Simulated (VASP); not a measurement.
Computed with PBE GGA, VASP's PBE PAW potentials (set 64) (plane waves; VASP 6.6.1).

VASP ran on this input.

File KPOINTS:
```
Automatic mesh
0
Gamma
5 5 5
0 0 0
```

### INCAR
```
ALGO = Normal
SYSTEM = Be2Si
ISMEAR = 0   # Gaussian
LWAVE = .FALSE.
ENCUT = 300   # plane-wave cut-off (eV)
GGA = PE   # PBE
NELM = 100   # most electronic steps
PREC = Accurate
EDIFF = 1E-6
LCHARG = .FALSE.
LREAL = .FALSE.   # projection in real space or not
LASPH = .TRUE.
ISIF = 2
SIGMA = 0.136   # width (eV)
```

File POSCAR:
```
Be2Si
1
    5.4137220000     0.0000000000     0.0000000000
    0.0000000000     5.4137220000     0.0000000000
    0.0000000000     0.0000000000     5.4137220000
Be Si
4 2
Direct
  0.7500000000   0.7500000000   0.7500000000
  0.7500000000   0.2500000000   0.2500000000
  0.2500000000   0.7500000000   0.2500000000
  0.2500000000   0.2500000000   0.7500000000
  0.0000000000   0.0000000000   0.0000000000
  0.5000000000   0.5000000000   0.5000000000
```

POTCAR, in this order: Be Si (PBE.64 set). Program: vasp_std.

At this cut-off the stress carries a Pulay error, which pulls relaxed volumes low. Gaps are read on the run's mesh, which can miss a band edge.

Problem. Predict the energy per atom (σ→0), pressure, band gap (on the k-mesh).

Solution. 
```
Property                           Value
------------------------  --------------
energy per atom (σ→0)     -3.171 eV/atom
band gap (on the k-mesh)         0.87 eV
pressure                       -8.15 GPa
```

OSZICAR:
```
...
DAV:   7    -0.190264165472E+02    0.15784E+00   -0.69092E-01   300   0.372E+00    0.114E+00
DAV:   8    -0.190263246717E+02    0.91876E-04   -0.57019E-02   284   0.127E+00    0.199E-01
DAV:   9    -0.190267400561E+02   -0.41538E-03   -0.23851E-03   300   0.285E-01    0.138E-01
DAV:  10    -0.190270616442E+02   -0.32159E-03   -0.55600E-04   264   0.140E-01    0.367E-02
DAV:  11    -0.190270478827E+02    0.13761E-04   -0.61429E-05   296   0.499E-02    0.804E-03
DAV:  12    -0.190270498522E+02   -0.19695E-05   -0.14143E-05   316   0.193E-02    0.213E-03
DAV:  13    -0.190270501692E+02   -0.31700E-06   -0.86609E-07   172   0.561E-03
   1 F= -.19027050E+02 E0= -.19027050E+02  d E =-.209488E-06
```

The structure was generated: Be2Si was put into an ordered model structure, which need not be its known phase. The cell was not relaxed at this level. The run is one of a series of settings (KPOINTS 5×5×5 Γ-centred mesh against the base run), some of them coarse on purpose.
